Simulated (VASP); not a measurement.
CoGa (CsCl type) relaxed at rising pressure, in one space group throughout; other phases were not tried. The pressures are those reached. Computed with LDA (Ceperley-Alder, Perdew-Zunger), VASP's LDA PAW potentials (set 64) (plane waves; VASP 6.6.1).

```
P (GPa)  V (Å³/atom)    k-mesh
-------  -----------  --------
0.01          11.115  13×13×13
4.94          10.879  13×13×13
9.93          10.667  13×13×13
19.98         10.298  13×13×13
29.98          9.991  13×13×13
```

A change of mesh leaves a small step in the series.

Task: Fit an equation of state and predict the volume at 44.78 GPa.

Result: Least squares on the third-order Birch-Murnaghan form, P = (3B0/2)(y⁷ − y⁵)[1 + (3/4)(B′ − 4)(y² − 1)] with y = (V0/V)^(1/3), gives V0 = 11.116 Å³/atom, B0 = 219 GPa and B′ = 4.7, and so 9.612 Å³/atom. The run gave 9.611 Å³/atom, -0.0 % from the fit.

Pressures at which the relaxation failed are left out.

The compound is CoGa in the CsCl type structure. The run is not spin-polarised, so no magnetic state was tried.
